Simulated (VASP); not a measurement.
Data:

```
CELL_PARAMETERS angstrom
      0.00000     2.63708     2.63708
      2.63708     0.00000     2.63708
      2.63708     2.63708     0.00000
ATOMIC_POSITIONS crystal
  Sr 0.00000 0.00000 0.00000
  O  0.50000 0.50000 0.50000
```

All values below come from optB88-vdW, VASP's PBE PAW potentials (set 64) (plane waves; VASP 6.6.1). Settings: 520 eV cut-off, 9×9×9 Γ-centred mesh, Gaussian smearing of 0.050 eV, potentials Sr_sv O.

**Question.** Give the stress tensor in GPa (positive for a compressed cell).

**Answer.** 
```
-4.69   0.00   0.00
 0.00  -4.69   0.00
 0.00   0.00  -4.69
```
The pressure is its mean diagonal, -4.69 GPa.

The compound is SrO in the rock salt structure. This cell is one point of a volume scan, at 1.06 of the reference volume.
